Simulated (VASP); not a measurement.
VASP ran on this input.

File POSCAR:
```
FeO
1
    4.3300000000     2.1650000000     2.1650000000
    2.1650000000     4.3300000000     2.1650000000
    2.1650000000     2.1650000000     4.3300000000
Fe O
2 2
Direct
  0.0000000000   0.0000000000   0.0000000000
  0.5000000000   0.5000000000   0.5000000000
  0.2500000000   0.2500000000   0.2500000000
  0.7500000000   0.7500000000   0.7500000000
```

**INCAR**
```
! general
SYSTEM  = FeO
PREC    = Accurate
ENCUT   = 520   ! plane-wave cut-off (eV)
LREAL   = .FALSE.
LASPH   = .TRUE.

! electronic loop
EDIFF   = 1E-6   ! SCF stop (eV)
NELM    = 100   ! most electronic steps
ALGO    = Normal   ! blocked Davidson
LMAXMIX = 4   ! l cut-off of mixed one-centre charges

! smearing
ISMEAR  = 0
SIGMA   = 0.05   ! width (eV)

! functional
GGA     = PE   ! PBE

! spin
ISPIN   = 2   ! spin-polarised
MAGMOM  = 4.0 -4.0 0.0 0.0
NUPDOWN = 0

! ions
ISIF    = 2   ! forces and stress, cell fixed

! output
LWAVE   = .FALSE.
LCHARG  = .FALSE.
LORBIT  = 10
```

**KPOINTS**
```
Automatic
0
G
 8 8 8
0 0 0
```

POTCAR, in this order: Fe O (PBE.64 set). Program: vasp_std.

### Question
Write an equivalent input for Quantum ESPRESSO's pw.x.

### Answer
One equivalent input (not run):
```
&CONTROL
  calculation = 'scf'
  pseudo_dir = './pseudo'
  outdir = './out'
  tprnfor = .true.
  tstress = .true.
/
&SYSTEM
  ibrav = 0
  nat = 4
  ntyp = 3
  ecutwfc = 90
  occupations = 'smearing'
  smearing = 'gaussian'
  degauss = 0.003675
  input_dft = 'pbe'
  nspin = 2
  starting_magnetization(1) = 0.4
  starting_magnetization(2) = -0.4
  tot_magnetization = 0
/
&ELECTRONS
  conv_thr = 7.3e-08
  electron_maxstep = 100
/
ATOMIC_SPECIES
  Fe1 55.845 Fe.upf
  Fe2 55.845 Fe.upf
  O 15.999 O.upf
CELL_PARAMETERS angstrom
     4.3300000    2.1650000    2.1650000
     2.1650000    4.3300000    2.1650000
     2.1650000    2.1650000    4.3300000
ATOMIC_POSITIONS crystal
  Fe1  0.0000000  0.0000000  0.0000000
  Fe2  0.5000000  0.5000000  0.5000000
  O    0.2500000  0.2500000  0.2500000
  O    0.7500000  0.7500000  0.7500000
K_POINTS automatic
  8 8 8 0 0 0
```
Limits of the translation: the potentials are each code's own (VASP's PAW set, PseudoDojo norm-conserving files in pw.x), so ENCUT and ecutwfc are chosen apart and not converted; conv_thr bounds pw.x's estimated SCF error, while EDIFF bounds the energy change between steps; starting_magnetization is a fraction of the valence charge and MAGMOM a moment in μB, so they match only roughly.

The compound is FeO in the rock salt, AFM-II order structure. The cell was not relaxed at this level. The run is one of a series of settings (NUPDOWN = 0 against the base run), some of them coarse on purpose.
